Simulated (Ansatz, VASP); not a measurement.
# Cross-check of Be (zigzag Be chain) between VASP and Ansatz, part 2 of 2

Aim: how closely do two programs agree when they are given the same cell, functional and k mesh? The structure shown is the start of the Ansatz relaxation below; VASP solves that cell, so the two are compared at the walk's first step.

VASP 6.6.1 and Ansatz 0.2.0.

So far. Step 7 (Comparison): The forces differ by 21 meV/Å r.m.s., which is 1.8 % of the r.m.s. force of 1.174 eV/Å (both taken over all components). Moments aren't recorded for both runs of this pair, so they may hold unlike magnetic states.

## Step 8: Ansatz: relaxation, PBEsol

Level of this step: Ansatz beside VASP: Kohn-Sham DFT, plane waves, PBEsol (Ansatz).

The two programs are compared at the cell with which this relaxation starts, whose forces are those of its first step.

The structure compared here is the start of the Ansatz relaxation; VASP solves that cell, so the two are compared at the walk's first step.

input.yaml

```yaml
crystal:
  lattice:
    - [9.0, 0.0, 0.0]
    - [0.0, 7.5, 0.0]
    - [0.0, 0.0, 3.2209928187]
  atoms:
    - { symbol: Be, position: [0.452426882, 0.5, 0.0], spin: 0.5 }
    - { symbol: Be, position: [0.547573118, 0.5, 0.5], spin: 0.5 }
magnetization:
  spin_polarized: true
kpoints:
  mp_grid: { grid: [1, 1, 25] }
scf:
  occupations: { method: fermi_dirac, width: 0.05 }
hamiltonian:
  xc: pbesol
relax:
  cell: { fix: [a, b, alpha, beta, gamma] }
  max_steps: 60
```

Command:

```
ansatz run input.yaml --threads 4 --pin off --max-ram 8192MiB --backend cpu --events-out ev --progress --plain --runs-dir out
```

Numbers of over 12 decimals in the logs are rounded to 6 here.

What it wrote:

```text
[...]
Crystal: 2 atoms, lattice volume = 217.417 Å³
Basis set: ecut = 420 eV, 4281 PW (Γ), exchange–correlation on 128×108×48 points (8 copies of the dense FFT grid, shifted against one another)
Bands: 7, of which v1, the nominal top of the filled ones, is band 2 counted from 1 (1 counted from 0)
Symmetry: 8 space group operations
[...]
-0.000000       0.000000       0.011780
  P = ⅓ Tr σ = 0.0817 GPa (0.817 kbar)
--- Relaxed structure (11 steps of the walk, 10 accepted, 1 SCFs on fresh bases) ---
[...]
cell:  # Å, volume = 145.6357 Å³
    - [9.0, 0.0, 0.0]
    - [0.0, 7.5, 0.0]
    - [0.0, 0.0, 2.157565]
  atoms:
    - { symbol: Be, position: [0.402715, 0.500000, 0.0] }
    - { symbol: Be, position: [0.597285, 0.500000, 0.500000] }
[key lines of the parts left out:]
SCF converged after 5 iterations
Magnetization: -0.0000 μB (2.0000 up, 2.0000 down)
Free energy (F): -176.800178 eV
Fermi energy:    -3.124019 eV
```

## Step 9: VASP: single point, PBEsol, start cell

The same cell, functional, mesh and smearing now go to VASP, with its own data sets.

INCAR

```
SYSTEM = Be
PREC = Accurate
ENCUT = 520
EDIFF = 1E-06
NELM = 200
ISMEAR = -1
SIGMA = 0.05
LREAL = .FALSE.
ALGO = Normal
GGA = PS
NBANDS = 9
ISPIN = 2
MAGMOM = -0 -0
LORBIT = 11
LWAVE = .FALSE.
LCHARG = .FALSE.
ISIF = 2
LASPH = .TRUE.
GGA_COMPAT = .FALSE.
```

POSCAR

```
Be
1.0
    9.0000000000      0.0000000000      0.0000000000
    0.0000000000      7.5000000000      0.0000000000
    0.0000000000      0.0000000000      3.2209930000
Be
2
Direct
    0.4524268889      0.5000000000      0.0000000000
    0.5475731111      0.5000000000      0.4999998448
```

KPOINTS

```
Automatic mesh
0
Gamma
1 1 25
0 0 0
```

The projector-augmented-wave data sets are Be (PBE family, release 64).

Command:

```
mpirun -np 1 vasp_std
```

What it wrote:

```text
[banner, memory and clock lines left out]
running    1 mpi-ranks, on    1 nodes
[...]
|                                                                             |
|               ----> ADVICE to this user running VASP <----                  |
|                                                                             |
|     You enforced a specific xc type in the INCAR file but a different       |
|     [... a line on the potential file left out ...]
|     I HOPE YOU KNOW WHAT YOU ARE DOING!                                     |
|                                                                             |

 LDA part: xc-table for (Slater+PW92), standard interpolation
 POSCAR, INCAR and KPOINTS ok, starting setup
[...]
entering main loop
       N       E                     dE             d eps       ncg     rms          rms(c)
DAV:   1     0.977311689958E+01    0.97731E+01   -0.10132E+03   468   0.245E+02
DAV:   2    -0.217328346812E+01   -0.11946E+02   -0.10715E+02   692   0.375E+01
DAV:   3    -0.304566843190E+01   -0.87238E+00   -0.84642E+00   549   0.107E+01
DAV:   4    -0.305755472520E+01   -0.11886E-01   -0.11825E-01   620   0.156E+00
[...]
DAV:  15    -0.201127372002E+01   -0.24278E-05   -0.52556E-07   504   0.313E-03    0.935E-03
DAV:  16    -0.201126270191E+01    0.11018E-04   -0.14120E-05   468   0.137E-02    0.412E-03
DAV:  17    -0.201126286705E+01   -0.16514E-06   -0.92720E-07   522   0.438E-03
   1 F= -.20112629E+01 E0= -.19921052E+01  d E =-.383153E-01  mag=     0.0004
```

Parts of OUTCAR (step 9):

```text
  Total        1.9677673     -0.0083191      2.9825856      0.0000000      0.0000000      0.0000000
  in kB       14.5007598     -0.0613043     21.9791018      0.0000000      0.0000000      0.0000000
  external PRESSURE =      12.1395191 kB  Pullay stress =       0.0000000 kB

 POSITION                                       TOTAL-FORCE (eV/Angst)
 -----------------------------------------------------------------------------------
      4.07184      3.75000      0.00000        -2.208827      0.000000      0.000000
      4.92816      3.75000      1.61050         2.208827      0.000000      0.000000
 -----------------------------------------------------------------------------------
    total drift:                                0.000003     -0.000000     -0.000007

  FREE ENERGIE OF THE ION-ELECTRON SYSTEM (eV)
  ---------------------------------------------------
  free  energy   TOTEN  =        -2.0112628670 eV

  energy  without entropy=       -1.9729475311  energy(sigma->0) =       -1.99210520

 magnetization (x)
# of ion       s       p       d       tot
------------------------------------------
    1       -0.000  -0.000   0.000  -0.000
    2       -0.000  -0.000   0.000  -0.000
--------------------------------------------------
tot         -0.000  -0.000   0.000  -0.000

[... 2 parts as in an earlier step ...]

[... 1 further part left out ...]
[key lines of the parts left out:]
E-fermi :  -3.4040
```

## Step 10: Differences

What differs besides the data sets and the points named for the pairs above, as far as they apply: Ansatz makes its cores anew for this functional, VASP keeps those of its PBE data sets. Total energies have different zeros and are not compared.

Forces (eV/Å; atoms numbered as in POSCAR):

```csv
atom,"Ansatz x, y, z","VASP x, y, z"
Be1,"-2.121, 0.000, 0.000","-2.209, 0.000, 0.000"
Be2,"2.121, 0.000, 0.000","2.209, 0.000, 0.000"
```

The forces differ by 51 meV/Å r.m.s., which is 4.0 % of the r.m.s. force of 1.275 eV/Å (both taken over all components). Moments aren't recorded for both runs of this pair, so they may hold unlike magnetic states.

## Step 11: What came out

- r.m.s. force difference (single point, PBE, start cell): 0.067 % of the r.m.s. force
- r.m.s. force difference (single point, LDA, start cell): 1.8 % of the r.m.s. force
- r.m.s. force difference (single point, PBEsol, start cell): 4.0 % of the r.m.s. force

In words: The r.m.s. force difference is 4.0 % of the r.m.s. force (single point, PBEsol, start cell), beyond the 3 % picked in this series as the mark of a large difference. What causes the difference of the single point, PBEsol, start cell pair stays open here. 7 further runs of this series are not shown here. Such differences can come from data sets, numerical settings and the points named under the comparisons, not from the functional's error against experiment.

[Lines on the potential files, build, host, timing and source positions are cut from VASP's logs without a mark.]

[Logs are printed without paths, hosts, clocks, repeated set-up lines and the standing remarks that a program may print on its own settings, such as how far it seeks lower states.]

[Hosts, paths, dates, database ids (printed as entryN), source tags and the programs' standing remarks are cut or masked in the printed files.]
